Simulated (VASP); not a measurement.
```
Ti
1.0
    1.46422    -2.53611     0.00000
    1.46422     2.53611     0.00000
    0.00000     0.00000     4.64226
Ti
2
Direct
  0.33333   0.66667   0.25000
  0.66667   0.33333   0.75000
```

Calculation: PBE GGA, VASP's PBE PAW potentials (set 64) (plane waves; VASP). Run with 480 eV cut-off, 14×14×8 Γ-centred mesh, first-order Methfessel-Paxton smearing of 0.10 eV, potentials Ti_sv.

Energy and stress use the plane-wave basis of the starting cell.

Q: The ions, cell shape and volume at an external pressure of 15.0 GPa are relaxed. What does this cell relax into?

A: 
```
Ti
1.0
    1.41451    -2.45001     0.00000
    1.41451     2.45001     0.00000
    0.00000     0.00000     4.48263
Ti
2
Direct
  0.33333   0.66667   0.25000
  0.66667   0.33333   0.75000
```
Space group P6_3/mmc (194), at a tolerance of 0.03 Å.

Q: How do energy and volume change from the first to the last step?

A: The energy (σ→0) changes by +77.0 meV/atom and the volume by -9.9 %, in 4 ionic steps.

| step | E(σ→0) (eV) | max force (eV/Å) | pressure (GPa) | volume (Å³) |
|---|---|---|---|---|
| 1 | -15.6723 | 0.000 | 0.55 | 34.48 |
| 2 | -14.8892 | 0.000 | 40.38 | 27.29 |
| 3 | -15.5265 | 0.000 | 14.50 | 31.16 |
| 4 | -15.5183 | 0.000 | 14.95 | 31.07 |

The compound is Ti in the hcp structure. This run relaxes it under an external pressure of 15 GPa. Symmetry was kept, so distortions that lower it aren't found.
